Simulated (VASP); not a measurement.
Level of theory: PBE GGA, VASP's PBE PAW potentials (set 64) (plane waves; VASP).

A VASP calculation is set up with these files.

POSCAR:
```
B31N31Si
1
    7.2488848260     0.0000000000     0.0000000000
    0.0000000000     7.2488848260     0.0000000000
   -0.0000000000    -0.0000000000     7.2488848260
B N Si
31 31 1
Direct
  0.5000000000   0.0000000000   0.0000000000
  0.7501810000   0.2474870000   0.0005420000
  0.7505380000  -0.0068340000   0.2523950000
  0.0000000000   0.0000000000   0.0000000000
  0.2500000000   0.2500000000   0.0000000000
  0.5053600000   0.4942370000   0.0034100000
  0.7500000000   0.7500000000   0.0000000000
  0.2500000000   0.0000000000   0.2500000000
  0.5032540000   0.2561370000   0.2455100000
  0.7460220000   0.4949170000   0.2459710000
  0.5000320000  -0.0006070000   0.5032430000
  0.7505290000   0.2447490000   0.4952010000
  0.7500000000   0.0000000000   0.7500000000
  0.0000000000   0.5000000000   0.0000000000
  0.2500000000   0.7500000000   0.0000000000
  0.0000000000   0.2500000000   0.2500000000
  0.2479820000   0.4991580000   0.2538110000
  0.5064820000   0.7463620000   0.2485160000
  0.0000000000   0.0000000000   0.5000000000
  0.2558880000   0.2472630000   0.4996420000
  0.7487930000   0.7459130000   0.4978830000
  0.2500000000   0.0000000000   0.7500000000
  0.4996450000   0.2451930000   0.7507210000
  0.7563360000   0.4957910000   0.7502290000
  0.0000000000   0.7500000000   0.2500000000
  0.0000000000   0.5000000000   0.5000000000
  0.2500000000   0.7500000000   0.5000000000
  0.0000000000   0.2500000000   0.7500000000
  0.2500000000   0.5000000000   0.7500000000
  0.5000000000   0.7500000000   0.7500000000
  0.0000000000   0.7500000000   0.7500000000
  0.6181960000   0.1223680000   0.1313290000
  0.8711450000   0.3792390000   0.1228180000
  0.8709890000   0.1309830000   0.3732610000
  0.1250000000   0.1250000000   0.1250000000
  0.3771720000   0.3706020000   0.1225390000
  0.6189470000   0.6282020000   0.1283540000
  0.8750000000   0.8750000000   0.1250000000
  0.3818990000   0.1220660000   0.3744720000
  0.8818560000   0.6214960000   0.3696070000
  0.6266730000   0.1266750000   0.6201610000
  0.8743110000   0.3740190000   0.6282320000
  0.8750000000   0.1250000000   0.8750000000
  0.1250000000   0.6250000000   0.1250000000
  0.3750000000   0.8750000000   0.1250000000
  0.1250000000   0.3750000000   0.3750000000
  0.3767800000   0.6194400000   0.3770970000
  0.6250000000   0.8750000000   0.3750000000
  0.1250000000   0.1250000000   0.6250000000
  0.3783240000   0.3770840000   0.6217860000
  0.6191390000   0.6209370000   0.6303710000
  0.8750000000   0.8750000000   0.6250000000
  0.3750000000   0.1250000000   0.8750000000
  0.6250000000   0.3750000000   0.8750000000
  0.8750000000   0.6250000000   0.8750000000
  0.1250000000   0.8750000000   0.3750000000
  0.1250000000   0.6250000000   0.6250000000
  0.3750000000   0.8750000000   0.6250000000
  0.1250000000   0.3750000000   0.8750000000
  0.3750000000   0.6250000000   0.8750000000
  0.6250000000   0.8750000000   0.8750000000
  0.1250000000   0.8750000000   0.8750000000
  0.4984680000   0.5056050000   0.5031930000
```

**INCAR**
```
SYSTEM = B31N31Si
PREC = Normal
ENCUT = 400
EDIFF = 1E-5
NELM = 100
ALGO = Fast
LREAL = Auto
LASPH = .TRUE.
ISMEAR = 0
SIGMA = 0.05
GGA = PE
LWAVE = .TRUE.
LCHARG = .FALSE.
NELMIN = 4
ISYM = 0
NELECT = 253.0
ISPIN = 2
NUPDOWN = 1
MAGMOM = 63*0.0159
LORBIT = 10
IBRION = 2
ISIF = 2
NSW = 70
EDIFFG = -0.03
```

**KPOINTS**
```
kpoints
0
G
 1 1 1
```

POTCAR, in this order: B N Si (PBE.64 set). Program: vasp_gam.

The resulting files:

### OSZICAR
```
...
RMM:   5    -0.527245179273E+03   -0.67665E-04   -0.51917E-04   649   0.568E-02    0.397E-02
RMM:   6    -0.527245186611E+03   -0.73374E-05   -0.12073E-04   594   0.222E-02    0.211E-02
RMM:   7    -0.527245184328E+03    0.22828E-05   -0.34256E-05   454   0.121E-02
   5 F= -.52724518E+03 E0= -.52724518E+03  d E =-.187532E+01  mag=     1.0000
       N       E                     dE             d eps       ncg     rms          rms(c)
DAV:   1    -0.527700488836E+03   -0.45530E+00   -0.18979E+02   640   0.386E+01    0.344E+00
RMM:   2    -0.527866864859E+03   -0.16638E+00   -0.30114E+00   640   0.477E+00    0.147E+00
RMM:   3    -0.527861979132E+03    0.48857E-02   -0.41439E-01   642   0.170E+00    0.970E-01
RMM:   4    -0.527859612786E+03    0.23663E-02   -0.85636E-02   646   0.675E-01    0.486E-01
RMM:   5    -0.527860804075E+03   -0.11913E-02   -0.13338E-02   653   0.286E-01    0.233E-01
RMM:   6    -0.527860971503E+03   -0.16743E-03   -0.26062E-03   647   0.113E-01    0.975E-02
RMM:   7    -0.527861006069E+03   -0.34566E-04   -0.67713E-04   649   0.563E-02    0.395E-02
RMM:   8    -0.527861029417E+03   -0.23348E-04   -0.14359E-04   584   0.256E-02    0.223E-02
RMM:   9    -0.527861028016E+03    0.14008E-05   -0.29799E-05   439   0.117E-02
   6 F= -.52786103E+03 E0= -.52786103E+03  d E =-.615844E+00  mag=     1.0000
       N       E                     dE             d eps       ncg     rms          rms(c)
DAV:   1    -0.527904697317E+03   -0.43668E-01   -0.86385E+00   688   0.819E+00    0.638E-01
RMM:   2    -0.527911649355E+03   -0.69520E-02   -0.12881E-01   640   0.979E-01    0.313E-01
RMM:   3    -0.527911405446E+03    0.24391E-03   -0.19130E-02   643   0.356E-01    0.168E-01
RMM:   4    -0.527911414164E+03   -0.87174E-05   -0.37559E-03   647   0.142E-01    0.833E-02
RMM:   5    -0.527911471854E+03   -0.57691E-04   -0.55618E-04   652   0.574E-02    0.428E-02
RMM:   6    -0.527911478148E+03   -0.62936E-05   -0.11937E-04   594   0.233E-02    0.167E-02
RMM:   7    -0.527911480028E+03   -0.18799E-05   -0.24138E-05   430   0.104E-02
   7 F= -.52791148E+03 E0= -.52791148E+03  d E =-.666296E+00  mag=     1.0000
       N       E                     dE             d eps       ncg     rms          rms(c)
DAV:   1    -0.528058518159E+03   -0.14704E+00   -0.44865E+01   640   0.189E+01    0.153E+00
RMM:   2    -0.528102140288E+03   -0.43622E-01   -0.73627E-01   640   0.237E+00    0.717E-01
RMM:   3    -0.528101637918E+03    0.50237E-03   -0.10322E-01   644   0.845E-01    0.412E-01
RMM:   4    -0.528101258767E+03    0.37915E-03   -0.20450E-02   644   0.335E-01    0.190E-01
RMM:   5    -0.528101600920E+03   -0.34215E-03   -0.36780E-03   656   0.145E-01    0.102E-01
RMM:   6    -0.528101654171E+03   -0.53251E-04   -0.72231E-04   653   0.567E-02    0.439E-02
RMM:   7    -0.528101652030E+03    0.21404E-05   -0.19750E-04   631   0.289E-02    0.191E-02
RMM:   8    -0.528101661565E+03   -0.95351E-05   -0.48058E-05   461   0.151E-02
   8 F= -.52810166E+03 E0= -.52810166E+03  d E =-.190182E+00  mag=     1.0000
       N       E                     dE             d eps       ncg     rms          rms(c)
DAV:   1    -0.528103962542E+03   -0.23105E-02   -0.53047E-01   736   0.206E+00    0.157E-01
RMM:   2    -0.528104475134E+03   -0.51259E-03   -0.86819E-03   640   0.255E-01    0.785E-02
RMM:   3    -0.528104465928E+03    0.92056E-05   -0.12294E-03   644   0.915E-02    0.430E-02
RMM:   4    -0.528104461600E+03    0.43277E-05   -0.24800E-04   642   0.369E-02    0.202E-02
RMM:   5    -0.528104466505E+03   -0.49052E-05   -0.47448E-05   470   0.161E-02
   9 F= -.52810447E+03 E0= -.52810447E+03  d E =-.192986E+00  mag=     1.0000
       N       E                     dE             d eps       ncg     rms          rms(c)
DAV:   1    -0.528146997070E+03   -0.42535E-01   -0.14660E+01   656   0.109E+01    0.800E-01
RMM:   2    -0.528159427442E+03   -0.12430E-01   -0.22893E-01   640   0.132E+00    0.409E-01
RMM:   3    -0.528159308039E+03    0.11940E-03   -0.35458E-02   645   0.484E-01    0.223E-01
RMM:   4    -0.528159423932E+03   -0.11589E-03   -0.65237E-03   647   0.187E-01    0.106E-01
RMM:   5    -0.528159517907E+03   -0.93974E-04   -0.10527E-03   654   0.795E-02    0.571E-02
RMM:   6    -0.528159539935E+03   -0.22028E-04   -0.22658E-04   632   0.319E-02    0.218E-02
RMM:   7    -0.528159539205E+03    0.72925E-06   -0.57339E-05   480   0.154E-02
  10 F= -.52815954E+03 E0= -.52815954E+03  d E =-.550727E-01  mag=     1.0000
       N       E                     dE             d eps       ncg     rms          rms(c)
DAV:   1    -0.528161236645E+03   -0.16967E-02   -0.36710E-01   752   0.173E+00    0.125E-01
RMM:   2    -0.528161536223E+03   -0.29958E-03   -0.57014E-03   640   0.208E-01    0.648E-02
RMM:   3    -0.528161531251E+03    0.49719E-05   -0.89575E-04   645   0.765E-02    0.348E-02
RMM:   4    -0.528161533615E+03   -0.23642E-05   -0.16151E-04   644   0.293E-02    0.163E-02
RMM:   5    -0.528161535724E+03   -0.21089E-05   -0.27504E-05   437   0.126E-02
  11 F= -.52816154E+03 E0= -.52816154E+03  d E =-.570692E-01  mag=     1.0000
       N       E                     dE             d eps       ncg     rms          rms(c)
DAV:   1    -0.528174373626E+03   -0.12840E-01   -0.32828E+00   656   0.520E+00    0.394E-01
RMM:   2    -0.528177074679E+03   -0.27011E-02   -0.50929E-02   640   0.628E-01    0.195E-01
RMM:   3    -0.528177112980E+03   -0.38301E-04   -0.78408E-03   643   0.228E-01    0.109E-01
RMM:   4    -0.528177169992E+03   -0.57012E-04   -0.16173E-03   652   0.892E-02    0.531E-02
RMM:   5    -0.528177190043E+03   -0.20051E-04   -0.22528E-04   649   0.377E-02    0.287E-02
RMM:   6    -0.528177196009E+03   -0.59661E-05   -0.57452E-05   482   0.158E-02
  12 F= -.52817720E+03 E0= -.52817720E+03  d E =-.156603E-01  mag=     1.0000
       N       E                     dE             d eps       ncg     rms          rms(c)
DAV:   1    -0.528177637816E+03   -0.44777E-03   -0.75822E-02   736   0.790E-01    0.597E-02
RMM:   2    -0.528177695334E+03   -0.57518E-04   -0.11567E-03   640   0.947E-02    0.295E-02
RMM:   3    -0.528177693767E+03    0.15675E-05   -0.17853E-04   642   0.345E-02    0.160E-02
RMM:   4    -0.528177694616E+03   -0.84944E-06   -0.37843E-05   469   0.137E-02
  13 F= -.52817769E+03 E0= -.52817769E+03  d E =-.161589E-01  mag=     1.0000
       N       E                     dE             d eps       ncg     rms          rms(c)
DAV:   1    -0.528179651858E+03   -0.19581E-02   -0.69430E-01   672   0.237E+00    0.181E-01
RMM:   2    -0.528180303660E+03   -0.65180E-03   -0.12073E-02   640   0.303E-01    0.917E-02
RMM:   3    -0.528180278789E+03    0.24871E-04   -0.16957E-03   643   0.109E-01    0.503E-02
RMM:   4    -0.528180274832E+03    0.39562E-05   -0.32768E-04   644   0.433E-02    0.230E-02
RMM:   5    -0.528180280932E+03   -0.60995E-05   -0.56538E-05   498   0.189E-02
  14 F= -.52818028E+03 E0= -.52818028E+03  d E =-.258632E-02  mag=     1.0000
       N       E                     dE             d eps       ncg     rms          rms(c)
DAV:   1    -0.528180465670E+03   -0.19084E-03   -0.32871E-02   736   0.515E-01    0.385E-02
RMM:   2    -0.528180493006E+03   -0.27336E-04   -0.55441E-04   640   0.650E-02    0.190E-02
RMM:   3    -0.528180490475E+03    0.25307E-05   -0.77145E-05   607   0.232E-02    0.102E-02
RMM:   4    -0.528180490083E+03    0.39251E-06   -0.13963E-05   394   0.899E-03
  15 F= -.52818049E+03 E0= -.52818049E+03  d E =-.279547E-02  mag=     1.0000
       N       E                     dE             d eps       ncg     rms          rms(c)
DAV:   1    -0.528181092763E+03   -0.60229E-03   -0.12036E-01   672   0.981E-01    0.824E-02
RMM:   2    -0.528181234327E+03   -0.14156E-03   -0.23121E-03   640   0.133E-01    0.413E-02
RMM:   3    -0.528181234653E+03   -0.32604E-06   -0.31479E-04   643   0.466E-02    0.236E-02
RMM:   4    -0.528181233382E+03    0.12709E-05   -0.57881E-05   506   0.180E-02
  16 F= -.52818123E+03 E0= -.52818123E+03  d E =-.743299E-03  mag=     1.0000
```

### OUTCAR
```
------------------------ aborting loop because EDIFF is reached ----------------------------------------
  FORCE on cell =-STRESS in cart. coord.  units (eV):
  Direction    XX          YY          ZZ          XY          YZ          ZX
  --------------------------------------------------------------------------------------
  Total        7.8925894     11.3316109     10.6033432     11.4754865    -13.8281959     10.6845456
  in kB       33.1983494     47.6637972     44.6005078     48.2689767    -58.1651036     44.9420667
  external PRESSURE =      41.8208848 kB  Pullay stress =       0.0000000 kB
  volume of cell :      380.90
      direct lattice vectors                 reciprocal lattice vectors
     7.248884826  0.000000000  0.000000000     0.137952254  0.000000000  0.000000000
     0.000000000  7.248884826  0.000000000     0.000000000  0.137952254  0.000000000
     0.000000000  0.000000000  7.248884826     0.000000000  0.000000000  0.137952254
  FREE ENERGIE OF THE ION-ELECTRON SYSTEM (eV)
  ---------------------------------------------------
  free  energy   TOTEN  =      -528.1812333818 eV

  energy  without entropy=     -528.1812333818  energy(sigma->0) =     -528.18123338

 total charge

# of ion       s       p       d       tot
------------------------------------------
    1        0.677   1.364   0.000   2.041
    2        0.673   1.355   0.000   2.028
    3        0.673   1.357   0.000   2.030
    4        0.677   1.369   0.000   2.045
    5        0.680   1.378   0.000   2.058
    6        0.673   1.357   0.000   2.031
    7        0.684   1.402   0.000   2.086
    8        0.680   1.382   0.000   2.062
    9        0.681   1.338   0.000   2.019
   10        0.682   1.366   0.000   2.048
   11        0.674   1.359   0.000   2.032
   12        0.681   1.359   0.000   2.040
   13        0.684   1.401   0.000   2.084
   14        0.676   1.364   0.000   2.040
   15        0.674   1.359   0.000   2.033
   16        0.671   1.349   0.000   2.020
   17        0.678   1.374   0.000   2.052
   18        0.676   1.364   0.000   2.040
   19        0.676   1.364   0.000   2.041
   20        0.677   1.373   0.000   2.050
   21        0.678   1.373   0.000   2.051
   22        0.674   1.358   0.000   2.032
   23        0.676   1.364   0.000   2.040
   24        0.678   1.375   0.000   2.053
   25        0.681   1.388   0.000   2.068
   26        0.672   1.354   0.000   2.026
   27        0.669   1.343   0.000   2.012
   28        0.680   1.383   0.000   2.063
   29        0.669   1.344   0.000   2.014
   30        0.668   1.337   0.000   2.005
   31        0.674   1.362   0.000   2.036
   32        1.222   2.700   0.000   3.922
   33        1.220   2.687   0.000   3.908
   34        1.221   2.690   0.000   3.910
   35        1.222   2.713   0.000   3.935
   36        1.226   2.713   0.000   3.939
   37        1.228   2.741   0.000   3.969
   38        1.222   2.715   0.000   3.938
   39        1.226   2.718   0.000   3.944
   40        1.229   2.720   0.000   3.948
   41        1.227   2.740   0.000   3.968
   42        1.228   2.714   0.000   3.942
   43        1.222   2.715   0.000   3.937
   44        1.224   2.729   0.000   3.954
   45        1.225   2.728   0.000   3.952
   46        1.221   2.715   0.000   3.936
   47        1.230   2.704   0.000   3.934
   48        1.221   2.714   0.000   3.935
   49        1.224   2.729   0.000   3.953
   50        1.230   2.704   0.000   3.934
   51        1.228   2.707   0.000   3.935
   52        1.225   2.729   0.000   3.954
   53        1.224   2.728   0.000   3.952
   54        1.221   2.714   0.000   3.935
   55        1.225   2.730   0.000   3.955
   56        1.227   2.716   0.000   3.943
   57        1.223   2.719   0.000   3.941
   58        1.223   2.717   0.000   3.941
   59        1.227   2.713   0.000   3.941
   60        1.223   2.717   0.000   3.941
   61        1.227   2.725   0.000   3.952
   62        1.224   2.722   0.000   3.946
   63        0.681   1.000   0.000   1.681
--------------------------------------------------
tot         59.613 127.541   0.000 187.154

 magnetization (x)

# of ion       s       p       d       tot
------------------------------------------
    1        0.001   0.003   0.000   0.004
    2        0.000   0.001   0.000   0.001
    3        0.000   0.001   0.000   0.001
    4       -0.000  -0.000   0.000  -0.000
    5        0.001   0.011   0.000   0.012
    6       -0.000  -0.001   0.000  -0.001
    7        0.000   0.001   0.000   0.001
    8        0.001   0.010   0.000   0.012
    9        0.035   0.187   0.000   0.222
   10        0.006   0.026   0.000   0.031
   11       -0.000  -0.001   0.000  -0.001
   12        0.011   0.048   0.000   0.059
   13        0.000   0.002   0.000   0.002
   14       -0.000   0.000   0.000  -0.000
   15       -0.000   0.000   0.000   0.000
   16        0.000   0.001   0.000   0.001
   17        0.001   0.000   0.000   0.001
   18       -0.000   0.000   0.000  -0.000
...
```
(Selected blocks of OUTCAR.)

CONTCAR:
```
B31N31Si
   1.00000000000000
     7.2488848260000003    0.0000000000000000    0.0000000000000000
     0.0000000000000000    7.2488848260000003    0.0000000000000000
     0.0000000000000000    0.0000000000000000    7.2488848260000003
  B               N               Si
    31    31     1
Direct
     0.4981986724008927    0.0000688121003895    0.0007039993944110
     0.7477938707776746    0.2527542142990912    0.0038339810498952
     0.7479068369699875    0.0025721147856242    0.2531564840988599
     0.9986723666132294    0.0012614848575158    0.0017771388622809
     0.2469388888285559    0.2495179862570494    0.9996858402165663
     0.5007376747919192    0.5008115564526746    0.9977737767583560
     0.7498846736268285    0.7530629188732465    0.9979297089886980
     0.2468253333888774    0.9989052297108930    0.2502611870985227
     0.4854274684901719    0.2458068339835166    0.2479217399104413
     0.7427656966412050    0.5191683562510162    0.2518392826579212
     0.5004306980553617    0.9967170380652330    0.5014015184905690
     0.7429329246865990    0.2494323295404593    0.5180890740094901
     0.7497861576483746    0.9976562850941851    0.7536743764329710
     0.9979905530596050    0.5009129136434862    0.0024045761406342
     0.2498023948707474    0.7493613430938428    0.9982241490241774
     0.9943210604530508    0.2529756986623583    0.2535749350972368
     0.2478339402706216    0.5016918200022906    0.2477541874256565
     0.4979175827321788    0.7510235799529985    0.2463812931164333
     0.9982896893894988    0.0014718258297479    0.5016543408426344
     0.2479164444085732    0.2471969267813320    0.5025680207985505
     0.7545661117188424    0.7517304672461972    0.5016911182982128
     0.2497644532995921    0.9975846245100161    0.7501540127520844
     0.4977417447620617    0.2460828984651660    0.7516710548531802
     0.7543041938861884    0.5009499223730350    0.7524636212550234
     0.0019048072974735    0.7527326208941231    0.2500868208168856
     0.0011990482017801    0.4999317598013003    0.5001661678083670
     0.2527291426838836    0.7459325205143708    0.4976560312376620
     0.0014170330192732    0.2494597981990422    0.7532228276417288
     0.2527727658108443    0.4968538614073718    0.7467775236260182
     0.5024025100548518    0.7459050396702822    0.7467595046430499
     0.0021556005660831    0.7493960704574349    0.7501224137737401
     0.6220150922343121    0.1279166064605279    0.1289744456700986
     0.8694863823849562    0.3787300051825717    0.1295520500275844
     0.8695991754950356    0.1284188408957881    0.3791825486794420
     0.1219647917050002    0.1261754694983785    0.1268095742328665
     0.3712644416856387    0.3750315139557865    0.1213532492378479
     0.6246617557753883    0.6330085949567965    0.1160145073872466
     0.8743703548769511    0.8776816783093930    0.1260128111336078
     0.3708291068457252    0.1199441401790948    0.3759250451855387
     0.8817011169344567    0.6318797434335353    0.3752830860705039
     0.6244460436476182    0.1157036440774348    0.6330545834403359
     0.8805668706449173    0.3746527888463185    0.6315367660691705
     0.8741639388440005    0.1255999321300184    0.8783294642622168
     0.1237092668046279    0.6259266751998132    0.1229785805855313
     0.3729698118713777    0.8765435395139050    0.1231929084314460
     0.1239041065449219    0.3747920381523385    0.3755162168762657
     0.3722691054517049    0.6259806879113297    0.3646060772641314
     0.6247765286814831    0.8745445197068166    0.3754005138300772
     0.1235379492134812    0.1224008953848675    0.6266690241132322
     0.3722425633609726    0.3641306647335487    0.6268915349303822
     0.6371045164705056    0.6260649526009585    0.6269952673209903
     0.8774535755649268    0.8762972283366713    0.6271390057455841
     0.3730605191163048    0.1225747315289893    0.8771821932980338
     0.6247629482166858    0.3747188285946909    0.8754750370217530
     0.8774962917519638    0.6262969941083459    0.8767790332797393
     0.1242937630625078    0.8768770811935301    0.3752063996866030
     0.1273006260335613    0.6234818757570172    0.6242504181318800
     0.3756812926008100    0.8713404481122600    0.6242978709271456
     0.1240659714821735    0.3745771177455920    0.8774880390200295
     0.3757246171875895    0.6235078840274425    0.8722321575104941
     0.6253754093049713    0.8758924161730443    0.8762584342947136
     0.1250770694852083    0.8747987679822793    0.8754227547768700
     0.5607356573153656    0.4490628435356084    0.4479036944383906
```

### OUTCAR
```
 val. band max:       10.0083580702   @ k =   0.0000   0.0000   0.0000

 cond. band min:      10.6184153278   @ k =   0.0000   0.0000   0.0000


 Fermi energy:        10.1497157748

 spin component 1

 k-point     1 :       0.0000    0.0000    0.0000
  band No.  band energies     occupation
      1     -12.7580      1.00000
      2     -10.9362      1.00000
      3     -10.8949      1.00000
      4     -10.8873      1.00000
      5     -10.8701      1.00000
      6     -10.6900      1.00000
      7     -10.5178      1.00000
      8      -9.3146      1.00000
      9      -9.2402      1.00000
     10      -9.2237      1.00000
     11      -9.2126      1.00000
     12      -9.1863      1.00000
     13      -9.1795      1.00000
     14      -9.1654      1.00000
     15      -9.1640      1.00000
     16      -9.0735      1.00000
     17      -8.9779      1.00000
     18      -8.9245      1.00000
     19      -8.8353      1.00000
     20      -8.5910      1.00000
     21      -8.5534      1.00000
     22      -8.4152      1.00000
     23      -7.7306      1.00000
     24      -7.2540      1.00000
     25      -7.2348      1.00000
     26      -7.2197      1.00000
     27      -7.0321      1.00000
     28      -6.9725      1.00000
     29      -6.9010      1.00000
     30      -6.8097      1.00000
     31      -6.7652      1.00000
     32      -3.2561      1.00000
     33      -3.1971      1.00000
     34      -3.1916      1.00000
     35      -3.1745      1.00000
     36      -1.7768      1.00000
     37      -1.4873      1.00000
     38      -1.4708      1.00000
     39      -1.4301      1.00000
     40      -0.3416      1.00000
     41      -0.3053      1.00000
     42      -0.2963      1.00000
     43      -0.2680      1.00000
     44      -0.2551      1.00000
     45      -0.2270      1.00000
     46      -0.2179      1.00000
     47      -0.1970      1.00000
     48      -0.1759      1.00000
     49      -0.1478      1.00000
...
```

At this cut-off the stress carries a Pulay error, which pulls relaxed volumes low. The cell is charged, with a uniform compensating background. The supercell is sampled at Γ alone, which is coarse: total energies, pressure and levels can be off, energies of defects by several tenths of an eV.

The cell is a supercell with a defect, built from BN (zinc blende): Si_B-vac_N, charge -1.
